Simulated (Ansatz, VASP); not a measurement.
## Two plane-wave programs on GaGe

```xyz
2
Lattice="0.0000 2.8978 2.8978 2.8978 0.0000 2.8978 2.8978 2.8978 0.0000" Properties=species:S:1:pos:R:3 pbc="T T T"
Ga    4.3468    4.3468    4.3468
Ge    0.0000   -0.0177   -0.0177
```

Change from the starting cell: all Ge atoms moved +0.025 Å, as atom 2 towards its neighbour atom 2 (Ge) at 4.098 Å.

Alike in both runs: task single point; functional PBEsol; k mesh 14 × 14 × 14; occupations gaussian, width 0.15 eV; no spin polarisation.

|  | VASP | Ansatz |
| --- | --- | --- |
| version | VASP 6.6.1 | Ansatz 0.2.0 |
| potentials or method | VASP PAW PBE potentials, release 64 (Ga_d, Ge_d) | scalar-relativistic, plane waves, PAW |
| plane-wave cutoff (eV) | 520 | 420 |
| valence electrons in the cell | 27 | 27 |

|  | VASP | Ansatz | Ansatz less VASP |
| --- | --- | --- | --- |
| gap on the k mesh at the Fermi level (eV) | none | none | - |
| pressure (GPa) | -2.5 | -2.5 | +0.02 |
| largest component of the traceless stress (GPa) | 0.44 | 0.44 | +0.001 |
| rms of the force components (eV/Å) | 0.059 | 0.060 | +0.0006 |

Atom by atom the forces differ by 0.001 eV/Å (rms over components). A gap of «none» marks a metal or a gap that the smearing closes.

Caveats: the PAW data sets were made with another functional, which shifts forces and pressure a little (VASP).
